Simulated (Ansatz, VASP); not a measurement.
# GaN in two plane-wave programs

Aim: how closely do two programs agree when they are given the same cell, functional and k mesh? The cell is taken from a series of runs on this material, whose earlier steps may have relaxed, scaled, displaced or heated it; both programs get it as it stands.

Calculated with Ansatz 0.2.0; plane waves, with VASP 6.6.1 beside it; zone-centre phonons at LDA.

## (1) The structure

It takes space group P6_3mc (No. 186, hexagonal). Conventional cell: a = 3.141 Å, b = 3.141 Å, c = 5.121 Å, α = 90.00°, β = 90.00°, γ = 120.00°. N has 4 Ga at 1.92 to 1.93 Å nearest. Nearest to Ga lie 4 N at 1.92 to 1.93 Å. Farther neighbours and most contacts between anions are not listed.

## (2) Ansatz: zone-centre phonons, LDA

Ansatz runs on its PAW soft_1 files.

Second derivatives magnify differences that forces hide, and they need a tight electronic threshold.

input.yaml reads:

```yaml
crystal:
  lattice:
    - [3.1410392122, 0.0, 0.0]
    - [-1.5705196061, 2.720219752, 0.0]
    - [0.0, 0.0, 5.1213455425]
  atoms:
    - { symbol: "N", position: [0.3333333333, 0.6666666667, 0.3756724925] }
    - { symbol: "N", position: [0.6666666667, 0.3333333333, 0.8756724925] }
    - { symbol: Ga, position: [0.3333333333, 0.6666666667, -0.0006724925] }
    - { symbol: Ga, position: [0.6666666667, 0.3333333333, 0.4993275075] }
kpoints:
  mp_grid: { grid: [15, 15, 8] }
hamiltonian:
  xc: lda
  pseudopotentials: { kind: paw, azcp: { folder: soft_1 }, xc_functional: pbe }
scf:
  occupations: { method: fixed }
output:
  eigenvalues: true
phonons:
  method: dfpt
  dielectric: true
  rigid_motions: translations
```

Run with:

```
> ansatz run input.yaml --threads 8 --pin off --max-ram 16384MiB --backend cpu --events-out ev --progress --plain --runs-dir out
```

Numbers of over 12 decimals in the logs are rounded to 6 here.

The log of the run:

```text
Engine: ansatz 0.2.0, aarch64-unknown-linux-gnu
Pseudopotentials: kind: paw
Pseudopotential: N, paw, valence charge 5, recommended cutoff 420 eV (normal), soft_1/N.paw.azcp
Pseudopotential: Ga, paw, valence charge 13, recommended cutoff 420 eV (normal), soft_1/Ga.paw.azcp
Functional definition: SPW92
  exchange = slater_x
  correlation = pw_c
Crystal: 4 atoms, lattice volume = 43.758 Å³
Basis set: ecut = 420 eV, 845 PW (Γ), exchange–correlation on 48×48×72 points (8 copies of the dense FFT grid, shifted against one another)
Bands: 22, of which v1, the nominal top of the filled ones, is band 18 counted from 1 (17 counted from 0)
Symmetry: 12 space group operations
k-points: 488 of 1800 (irreducible under 2 space group operations, time reversal used)
Non-local potential: N, projectors of the file, l = 0: 2, l = 1: 2, l = 2: 1
Non-local potential: Ga, projectors of the file, l = 0: 2, l = 1: 2, l = 2: 3, l = 3: 1
PAW form: soft (Blöchl's): semilocal exchange-correlation on the pseudo side does not see the compensation charge
PAW frozen core: N, regenerated for the run's functional, and the local potential with it (the file was generated under x = pbe(κ = 0.804, μ = 0.219515), c = pbe(β = 0.066725))
PAW frozen core: Ga, regenerated for the run's functional, and the local potential with it (the file was generated under x = pbe(κ = 0.804, μ = 0.219515), c = pbe(β = 0.066725))
PAW one-centre angular grid: N, 110 points (default); XC on 64 Gauss nodes
PAW one-centre angular grid: Ga, 590 points (default); XC on 64 Gauss nodes
Initial density: superposition of atomic densities (chi_scale 0.1, normalization cell, long waves kept (reshape's long-wave potential 0.00 eV rms))
Initial wavefunctions: pseudopotential atomic-orbital guess
Functional: x = slater, c = lda
SCF iter   1: F=—  HF=-8165.530962 eV  |F-HF|=—  |Δ(HF+E_count)|=         —  Δρ=1.09e-1  dr2=4.57e0  ethr=3.10e-3  ⟨swp⟩=4.0  Hψ=37933  notcnv=0  defer=100
preconditioner: auto → Resta (q_TF=auto, 2.641 Å⁻¹)  ε∞=4.9  [insulator: Δε(μ)=3.081 eV  Ē_g=17.140 eV  n_scr=22 (ndim 8)  ℏωp=33.7 eV  f_vac=0.000  ε∞_Penn≈4.9]
SCF iter   2: F=—  HF=-8164.355573 eV  |F-HF|=—  |Δ(HF+E_count)|=    1.18e0  Δρ=4.55e-2  dr2=5.05e-1  ethr=3.10e-3  ⟨swp⟩=2.0  Hψ=24364  notcnv=0  defer=255
SCF iter   3: F=—  HF=-8164.229870 eV  |F-HF|=—  |Δ(HF+E_count)|=   1.26e-1  Δρ=1.73e-2  dr2=9.84e-2  ethr=1.40e-3  ⟨swp⟩=2.0  Hψ=11801  notcnv=0  defer=967
SCF iter   4: F=—  HF=-8164.197102 eV  |F-HF|=—  |Δ(HF+E_count)|=   3.28e-2  Δρ=2.86e-3  dr2=4.32e-3  ethr=2.73e-4  ⟨swp⟩=3.0  Hψ=20391  notcnv=0  defer=967
SCF iter   5: F=—  HF=-8164.194946 eV  |F-HF|=—  |Δ(HF+E_count)|=   2.16e-3  Δρ=2.48e-3  dr2=1.46e-3  ethr=1.20e-5  ⟨swp⟩=2.2  Hψ=20527  notcnv=0  defer=969
SCF iter   6: F=—  HF=-8164.195248 eV  |F-HF|=—  |Δ(HF+E_count)|=   3.02e-4  Δρ=5.28e-4  dr2=9.53e-5  ethr=4.05e-6  ⟨swp⟩=2.0  Hψ=18870  notcnv=0  defer=972
SCF iter   7: F=—  HF=-8164.195250 eV  |F-HF|=—  |Δ(HF+E_count)|=   2.08e-6  Δρ=7.74e-5  dr2=3.20e-6  ethr=2.65e-7  ⟨swp⟩=2.3  Hψ=17452  notcnv=0
SCF iter   8: F=—  HF=-8164.195249 eV  |F-HF|=—  |Δ(HF+E_count)|=   7.51e-7  Δρ=1.11e-5  dr2=4.44e-8  ethr=8.89e-9  ⟨swp⟩=2.1  Hψ=18317  notcnv=0
SCF iter   9: F=—  HF=-8164.195249 eV  |F-HF|=—  |Δ(HF+E_count)|=   2.05e-8  Δρ=1.23e-6  dr2=6.91e-10  ethr=1.23e-10  ⟨swp⟩=2.6  Hψ=19610  notcnv=0
SCF iter  10: F=-8164.195249 eV  HF=-8164.195249 eV  |F-HF|=1.46e-11  |Δ(HF+E_count)|=  5.46e-11  Δρ=2.93e-7  dr2=2.97e-11  ethr=1.00e-12  ⟨swp⟩=6.2  Hψ=57607  notcnv=0
SCF 1 converged in 10 iterations: F = -8164.195249 eV  dr2 = 2.97e-11
  greatest PAW one-centre occupation: 0.996 electrons in one spin orbital (limit 2), on the Ga atom at site 3 (counted from 0), in its partial waves of l = 2
NSCF: frozen V_eff on 4 k-points
DFPT response loops at Γ: preconditioner auto → Resta (q_TF=auto, 2.641 Å⁻¹)  ε∞=5.2 (no band partly filled); β = 1.00, the filter's whole step (`scf.mixing.beta` (0.50) is not read by the response loops at its default; to damp them type it under 1.00, their step now; it binds the ground state too); Broyden in place of MSR1
── the response to a field inside a basis, on 16×16×8 k-points: an SCF that follows is theirs, and a resumed run solves both again ──
Bands: 19, of which v1, the nominal top of the filled ones, is band 18 counted from 1 (17 counted from 0)
k-points: 288 of 2048 (irreducible under 4 space group operations, time reversal used)
Initial density: handed on by an earlier stage of this run
Initial wavefunctions: pseudopotential atomic-orbital guess (no wavefunctions were taken with the density)
Eigensolver: Dense (288 Hₖ)
SCF iter   1: F=—  HF=-8164.195070 eV  |F-HF|=—  |Δ(HF+E_count)|=         —  Δρ=4.14e-4  dr2=1.55e-5  ethr=1.00e-1
preconditioner: auto → Resta (q_TF=auto, 2.641 Å⁻¹)  ε∞=6.0  [insulator: Δε(μ)=2.425 eV  Ē_g=15.068 eV  n_scr=22 (ndim 8)  ℏωp=33.7 eV  f_vac=0.005  ε∞_Penn≈6.0]
SCF iter   2: F=—  HF=-8164.195069 eV  |F-HF|=—  |Δ(HF+E_count)|=   1.44e-6  Δρ=2.65e-4  dr2=1.01e-5  ethr=4.32e-8
SCF iter   3: F=—  HF=-8164.195068 eV  |F-HF|=—  |Δ(HF+E_count)|=   6.15e-7  Δρ=4.80e-5  dr2=2.68e-7  ethr=2.80e-8
SCF iter   4: F=-8164.195067 eV  HF=-8164.195067 eV  |F-HF|=4.36e-8  |Δ(HF+E_count)|=   1.21e-6  Δρ=9.40e-6  dr2=2.30e-8  ethr=7.43e-10
SCF 1 converged in 4 iterations: F = -8164.195067 eV  dr2 = 2.30e-8
  greatest PAW one-centre occupation: 0.996 electrons in one spin orbital (limit 2), on the Ga atom at site 2 (counted from 0), in its partial waves of l = 2
DFPT response loops at Γ: preconditioner auto → Resta (q_TF=auto, 2.641 Å⁻¹)  ε∞=5.0 (no band partly filled); β = 1.00, the filter's whole step (`scf.mixing.beta` (0.50) is not read by the response loops at its default; to damp them type it under 1.00, their step now; it binds the ground state too); Broyden in place of MSR1
SCF converged after 10 iterations
Free energy (F): -8164.195249 eV
Harris-Foulkes:  -8164.195249 eV  (|F-HF|=1.46e-11)
Internal energy: -8164.195249 eV  (E = F + TS)
E sigma→0 (E₀):  -8164.195249 eV
Fermi energy:    9.986962 eV
--- Per-component energies (eV) ---
  E_band       = -4.234718
  E_kinetic    = 484.620115
  E_local      = -2771.289949  (includes V_loc(G=0)·N_el)
  E_nonlocal   = -103.366442
  E_hartree    = 1764.725909
  E_xc         = -244.009870
  E_vxc        = -263.295628  (∫ρ·V_xc dr)
  E_paw        = -4079.031827  (= ΣΔE_a)
  E_vpaw       = -880.355909  (= ΣTr[D̂ρ^β])
  E_aug_tail   = 0.001175  (compensation charges beyond the density's cutoff)
  E_ewald      = -3219.461412
  E_core_change = 3.617051  (= ΣΔE_core)
  E_smearing   = -0.000000  (= −TS)
  E_closure    = 0.000000  (closes the sum)
  Σ components = -8164.195249   (vs F -8164.195249, Δ=0.00e0)
--- Band table (eV; the first three rows and the last of 488) ---
  k-point 0: bands = [... 14 lower, 8.8895, 9.9315, 9.9870, 9.9870, 12.1890, 14.4309, 19.2611, 19.9607]
  k-point 1: bands = [... 14 lower, 8.9293, 9.4462, 9.9431, 9.9431, 12.5931, 14.4639, 19.1478, 19.9772]
  k-point 2: bands = [... 14 lower, 9.0434, 9.0434, 9.8196, 9.8196, 13.3355, 14.5420, 18.8647, 19.5779]
  k-point 487: bands = [... 14 lower, 5.7839, 6.1467, 7.9170, 8.3147, 15.8505, 16.4018, 17.4668, 18.2085]
--- Phonons (Γ-DFPT): 4 representative perturbations + reference, on 488 of 1800 k-points (Σ response iterations 13) ---
  k mesh reduced under 2 symmetry operations, with k and −k counted as one. Each operation leaves every solved perturbation unchanged. A smaller set is not considered because the run solves the response to a homogeneous field
  ASR residual: 2.442e-4 → 0.000e0 eV/Å²; symmetrization residual: 1.624e-5 eV/Å²
  ASR residual per site (eV/Å²): 2.44e-4 2.44e-4 3.60e-5 3.60e-5
  Γ frequencies (cm⁻¹): 0.00 0.00 0.00 139.27 139.27 339.41 547.02 568.68 568.68 578.53 578.53 707.30
  ε∞ (high-frequency dielectric tensor):
        5.573051     0.000000     0.000000
        0.000000     5.573051     0.000000
       -0.000000     0.000000     5.745060
  ε⁰ (static dielectric tensor: ions relaxed, cell fixed):
        9.545612     0.000000     0.000000
        0.000000     9.545612    -0.000000
        0.000000    -0.000000    10.502098
  ε⁰ − ε∞ (ionic part):
        3.972561     0.000000     0.000000
        0.000000     3.972561    -0.000000
        0.000000    -0.000000     4.757038
  softest optical mode at Γ: 139.27 cm⁻¹; the repairs (sum rule, projections) moved no ω² at Γ by more than (2.92 cm⁻¹)²
  Born effective charges Z* (e; rows j = field, columns β = displacement):
    site 0:
        -2.58122   -0.00000   -0.00000
        -0.00000   -2.58122    0.00000
         0.00000   -0.00000   -2.71706
    site 1:
        -2.58122   -0.00000    0.00000
         0.00000   -2.58122   -0.00000
        -0.00000    0.00000   -2.71706
    site 2:
         2.58122    0.00000    0.00000
         0.00000    2.58122   -0.00000
         0.00000   -0.00000    2.71706
    site 3:
         2.58122    0.00000    0.00000
         0.00000    2.58122   -0.00000
         0.00000    0.00000    2.71706
  Z* charge neutrality: 2.321e-3 e pre-enforcement
  solved inside a basis spanned on kpoints, on 16×16×8 k-points, its susceptibility summed on 20×20×10: ε∞ is read to err by 1.8e-2, Z* by 1.5e-2 e (field_mesh: kpoints solves on kpoints); Z* is corrected for what the basis lacks
  optical modes at Γ without the LO–TO term, one row a degenerate level:
      ω (cm⁻¹)  modes    IR ((D/Å)²/amu)
        139.27      2             0.0000
        339.41      1             0.0000
        547.02      1            29.2046
[...]
optical modes at Γ + LO–TO along q̂ = [1.0000, 0.0000, 0.0000]:
      ω (cm⁻¹)  modes    IR ((D/Å)²/amu)
[...]
optical modes at Γ + LO–TO along q̂ = [0.0000, 1.0000, 0.0000]:
      ω (cm⁻¹)  modes    IR ((D/Å)²/amu)
[...]
707.30      1             0.0000
        744.25      1            26.3574
  optical modes at Γ + LO–TO along q̂ = [0.0000, 0.0000, 1.0000]:
      ω (cm⁻¹)  modes    IR ((D/Å)²/amu)
        139.27      2             0.0000
        339.41      1             0.0000
        568.68      2            52.7149
        578.53      2             0.0000
        707.30      1             0.0000
        739.60      1            29.2046
```

In the SCF lines HF is the Harris–Foulkes energy and dr2 the Hartree energy of the density residual, in eV; the loop may stop once dr2 is under the threshold and the program's other checks hold. Hψ counts applications of the Hamiltonian.

[end of part 1 of 3]

[Lines on the potential files, build, host, timing and source positions are cut from VASP's logs without a mark.]

[Logs are printed without paths, hosts, clocks, repeated set-up lines and the standing remarks that a program may print on its own settings, such as how far it seeks lower states.]

[Hosts, paths, dates, database ids (printed as entryN), source tags and the programs' standing remarks are cut or masked in the printed files.]
